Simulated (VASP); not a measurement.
Level of theory: r2SCAN meta-GGA, VASP's PBE PAW potentials (set 64) (plane waves; VASP).

Input for VASP

### POSCAR
```
WC
1
    0.0000000000     2.7481870000     2.7481870000
    2.7481870000     0.0000000000     2.7481870000
    2.7481870000     2.7481870000     0.0000000000
W C
1 1
Direct
  0.0000000000   0.0000000000   0.0000000000
  0.2500000000   0.2500000000   0.2500000000
```

### INCAR
```
# general
SYSTEM  = WC
PREC    = Accurate
ENCUT   = 520
LREAL   = F
LASPH   = T

# electronic loop
EDIFF   = 1E-6
NELM    = 100
ALGO    = Normal
LMAXMIX = 6
LMIXTAU = T

# smearing
ISMEAR  = 1
SIGMA   = 0.1

# functional
METAGGA = R2SCAN

# ions
IBRION  = 2
NSW     = 60
ISIF    = 3
EDIFFG  = -0.01

# output
LWAVE   = F
LCHARG  = F
```

**KPOINTS**
```
K-points
0
gamma
  10 10 10
0 0 0
```

POTCAR, in this order: W_sv C (PBE.64 set). Program: vasp_std.

The resulting files:

**OSZICAR**
```
...
       N       E                     dE             d eps       ncg     rms          rms(c)
DAV:   1    -0.605436617250E+02   -0.29196E+00   -0.61241E+00  1297   0.357E+01    0.663E+00
DAV:   2    -0.603087947815E+02    0.23487E+00   -0.56356E-01  1262   0.915E+00    0.126E+00
DAV:   3    -0.602868390610E+02    0.21956E-01   -0.59178E-02  1362   0.280E+00    0.680E-01
DAV:   4    -0.602813754504E+02    0.54636E-02   -0.18120E-02  1337   0.124E+00    0.424E-01
DAV:   5    -0.602810022697E+02    0.37318E-03   -0.75394E-03  1222   0.947E-01    0.228E-01
DAV:   6    -0.602852717664E+02   -0.42695E-02   -0.22859E-03  1222   0.535E-01    0.381E-02
DAV:   7    -0.602852774286E+02   -0.56622E-05   -0.14596E-04  1407   0.124E-01    0.108E-02
DAV:   8    -0.602852766249E+02    0.80377E-06   -0.11112E-05  1227   0.416E-02    0.533E-03
DAV:   9    -0.602852814820E+02   -0.48571E-05   -0.30339E-06  1307   0.200E-02    0.114E-03
DAV:  10    -0.602852821563E+02   -0.67434E-06   -0.90122E-07   656   0.124E-02
   5 F= -.60285282E+02 E0= -.60285396E+02  d E =-.362197E+01
       N       E                     dE             d eps       ncg     rms          rms(c)
DAV:   1    -0.603002248901E+02   -0.14943E-01   -0.38518E-01  1297   0.917E+00    0.160E+00
DAV:   2    -0.602854363235E+02    0.14789E-01   -0.37604E-02  1257   0.229E+00    0.313E-01
DAV:   3    -0.602841852634E+02    0.12511E-02   -0.34532E-03  1347   0.649E-01    0.142E-01
DAV:   4    -0.602839013321E+02    0.28393E-03   -0.97116E-04  1337   0.292E-01    0.103E-01
DAV:   5    -0.602837116625E+02    0.18967E-03   -0.47769E-04  1222   0.242E-01    0.468E-02
DAV:   6    -0.602840691108E+02   -0.35745E-03   -0.17958E-04  1222   0.145E-01    0.107E-02
DAV:   7    -0.602840693475E+02   -0.23669E-06   -0.82037E-06  1397   0.297E-02
   6 F= -.60284069E+02 E0= -.60284188E+02  d E =-.362076E+01
       N       E                     dE             d eps       ncg     rms          rms(c)
DAV:   1    -0.602843361776E+02   -0.26707E-03   -0.13849E-03  1297   0.547E-01    0.976E-02
DAV:   2    -0.602842827897E+02    0.53388E-04   -0.13688E-04  1257   0.140E-01    0.186E-02
DAV:   3    -0.602842785769E+02    0.42127E-05   -0.12677E-05  1347   0.387E-02    0.842E-03
DAV:   4    -0.602842782552E+02    0.32179E-06   -0.32351E-06  1184   0.188E-02
   7 F= -.60284278E+02 E0= -.60284396E+02  d E =-.208908E-03
       N       E                     dE             d eps       ncg     rms          rms(c)
DAV:   1    -0.602853167908E+02   -0.10382E-02   -0.12477E-02  1297   0.164E+00    0.290E-01
DAV:   2    -0.602848407584E+02    0.47603E-03   -0.12287E-03  1257   0.415E-01    0.554E-02
DAV:   3    -0.602848017162E+02    0.39042E-04   -0.11469E-04  1352   0.119E-01    0.267E-02
DAV:   4    -0.602847932077E+02    0.85085E-05   -0.33786E-05  1312   0.572E-02    0.206E-02
DAV:   5    -0.602847912739E+02    0.19338E-05   -0.17494E-05  1222   0.477E-02    0.854E-03
DAV:   6    -0.602848042241E+02   -0.12950E-04   -0.56717E-06  1222   0.267E-02    0.195E-03
DAV:   7    -0.602848041647E+02    0.59440E-07   -0.26604E-07   626   0.573E-03
   8 F= -.60284804E+02 E0= -.60284921E+02  d E =-.734817E-03
       N       E                     dE             d eps       ncg     rms          rms(c)
DAV:   1    -0.602848141626E+02   -0.99385E-05   -0.59619E-06  1257   0.360E-02    0.621E-03
DAV:   2    -0.602848138600E+02    0.30261E-06   -0.55015E-07   611   0.879E-03
   9 F= -.60284814E+02 E0= -.60284931E+02  d E =-.969531E-05
       N       E                     dE             d eps       ncg     rms          rms(c)
DAV:   1    -0.602848450245E+02   -0.30862E-04   -0.51672E-05  1292   0.107E-01    0.187E-02
DAV:   2    -0.602848427442E+02    0.22803E-05   -0.53328E-06  1257   0.272E-02    0.368E-03
DAV:   3    -0.602848426775E+02    0.66620E-07   -0.49901E-07   611   0.831E-03
  10 F= -.60284843E+02 E0= -.60284960E+02  d E =-.385128E-04
       N       E                     dE             d eps       ncg     rms          rms(c)
DAV:   1    -0.602849077296E+02   -0.64985E-04   -0.21204E-04  1287   0.216E-01    0.372E-02
DAV:   2    -0.602848989428E+02    0.87868E-05   -0.20594E-05  1252   0.548E-02    0.708E-03
DAV:   3    -0.602848984047E+02    0.53805E-06   -0.18791E-06   896   0.154E-02
  11 F= -.60284898E+02 E0= -.60285015E+02  d E =-.942400E-04
       N       E                     dE             d eps       ncg     rms          rms(c)
DAV:   1    -0.602850389774E+02   -0.14003E-03   -0.85139E-04  1292   0.432E-01    0.748E-02
DAV:   2    -0.602850041799E+02    0.34798E-04   -0.83213E-05  1257   0.110E-01    0.142E-02
DAV:   3    -0.602850016635E+02    0.25164E-05   -0.78706E-06  1367   0.311E-02    0.787E-03
DAV:   4    -0.602850016815E+02   -0.17942E-07   -0.21511E-06  1140   0.137E-02
  12 F= -.60285002E+02 E0= -.60285118E+02  d E =-.197517E-03
       N       E                     dE             d eps       ncg     rms          rms(c)
DAV:   1    -0.602853174018E+02   -0.31574E-03   -0.35066E-03  1297   0.869E-01    0.153E-01
DAV:   2    -0.602851846749E+02    0.13273E-03   -0.34702E-04  1257   0.219E-01    0.295E-02
DAV:   3    -0.602851745782E+02    0.10097E-04   -0.32620E-05  1342   0.645E-02    0.145E-02
DAV:   4    -0.602851721475E+02    0.24307E-05   -0.11088E-05  1322   0.323E-02    0.108E-02
DAV:   5    -0.602851729058E+02   -0.75839E-06   -0.55271E-06  1222   0.267E-02
  13 F= -.60285173E+02 E0= -.60285289E+02  d E =-.368741E-03
       N       E                     dE             d eps       ncg     rms          rms(c)
DAV:   1    -0.602859750816E+02   -0.80293E-03   -0.14030E-02  1297   0.174E+00    0.310E-01
DAV:   2    -0.602854352429E+02    0.53984E-03   -0.13420E-03  1257   0.436E-01    0.602E-02
DAV:   3    -0.602853907165E+02    0.44526E-04   -0.12873E-04  1347   0.128E-01    0.287E-02
DAV:   4    -0.602853822369E+02    0.84796E-05   -0.38320E-05  1342   0.571E-02    0.197E-02
DAV:   5    -0.602853786473E+02    0.35896E-05   -0.17859E-05  1222   0.458E-02    0.992E-03
DAV:   6    -0.602853910045E+02   -0.12357E-04   -0.61985E-06  1222   0.268E-02    0.196E-03
DAV:   7    -0.602853910397E+02   -0.35197E-07   -0.29253E-07   626   0.583E-03
  14 F= -.60285391E+02 E0= -.60285506E+02  d E =-.586875E-03
       N       E                     dE             d eps       ncg     rms          rms(c)
DAV:   1    -0.602876333437E+02   -0.22423E-02   -0.56205E-02  1297   0.349E+00    0.625E-01
DAV:   2    -0.602854737252E+02    0.21596E-02   -0.53525E-03  1257   0.875E-01    0.121E-01
DAV:   3    -0.602852899977E+02    0.18373E-03   -0.51530E-04  1347   0.256E-01    0.574E-02
DAV:   4    -0.602852517740E+02    0.38224E-04   -0.14913E-04  1342   0.114E-01    0.400E-02
DAV:   5    -0.602852335133E+02    0.18261E-04   -0.69973E-05  1222   0.920E-02    0.193E-02
DAV:   6    -0.602852835346E+02   -0.50021E-04   -0.24613E-05  1222   0.541E-02    0.386E-03
DAV:   7    -0.602852836059E+02   -0.71260E-07   -0.11491E-06   778   0.115E-02
  15 F= -.60285284E+02 E0= -.60285397E+02  d E =-.479441E-03
       N       E                     dE             d eps       ncg     rms          rms(c)
DAV:   1    -0.602864546502E+02   -0.11711E-02   -0.24265E-02  1297   0.230E+00    0.408E-01
DAV:   2    -0.602855277895E+02    0.92686E-03   -0.23349E-03  1257   0.576E-01    0.791E-02
DAV:   3    -0.602854454311E+02    0.82358E-04   -0.22071E-04  1347   0.165E-01    0.366E-02
DAV:   4    -0.602854245175E+02    0.20914E-04   -0.61442E-05  1337   0.742E-02    0.267E-02
DAV:   5    -0.602854129393E+02    0.11578E-04   -0.29868E-05  1222   0.613E-02    0.118E-02
DAV:   6    -0.602854348094E+02   -0.21870E-04   -0.10814E-05  1222   0.362E-02    0.261E-03
DAV:   7    -0.602854348086E+02    0.83901E-09   -0.47291E-07   626   0.748E-03
  16 F= -.60285435E+02 E0= -.60285550E+02  d E =-.630644E-03
```

OUTCAR:
```
------------------------ aborting loop because EDIFF is reached ----------------------------------------
  FORCE on cell =-STRESS in cart. coord.  units (eV):
  Direction    XX          YY          ZZ          XY          YZ          ZX
  --------------------------------------------------------------------------------------
  Total        0.0008808      0.0008808      0.0008808      0.0000000     -0.0000000      0.0000000
  in kB        0.0549304      0.0549304      0.0549304      0.0000000     -0.0000000      0.0000000
  external PRESSURE =       0.0549304 kB  Pullay stress =       0.0000000 kB
  volume of cell :       25.69
      direct lattice vectors                 reciprocal lattice vectors
     0.000000000  2.341933727  2.341933727    -0.213498783  0.213498783  0.213498783
     2.341933727  0.000000000  2.341933727     0.213498783 -0.213498783  0.213498783
     2.341933727  2.341933727 -0.000000000     0.213498783  0.213498783 -0.213498783
 POSITION                                       TOTAL-FORCE (eV/Angst)
 -----------------------------------------------------------------------------------
      0.00000      0.00000     -0.00000         0.000000      0.000000      0.000000
      1.17097      1.17097      1.17097        -0.000000     -0.000000     -0.000000
 -----------------------------------------------------------------------------------
    total drift:                               -0.000000     -0.000000     -0.000000
  FREE ENERGIE OF THE ION-ELECTRON SYSTEM (eV)
  ---------------------------------------------------
  free  energy   TOTEN  =       -60.2854348086 eV

  energy  without entropy=      -60.2857789870  energy(sigma->0) =      -60.28554953

 reached required accuracy - stopping structural energy minimisation
```
(Selected blocks of OUTCAR.)

File CONTCAR:
```
WC
   1.00000000000000
     0.0000000000000000    2.3419337267205713    2.3419337267205713
     2.3419337267205713    0.0000000000000000    2.3419337267205713
     2.3419337267205713    2.3419337267205713   -0.0000000000000000
  W               C
     1     1
Direct
     0.0000000000000000    0.0000000000000000    0.0000000000000000
     0.2500000000000000    0.2500000000000000    0.2500000000000000
```

Energy and stress use the plane-wave basis of the starting cell.

The structure was generated: WC was put into the zinc blende type (F-43m), which need not be its known phase. This run relaxes it. Symmetry was kept, so distortions that lower it aren't found.
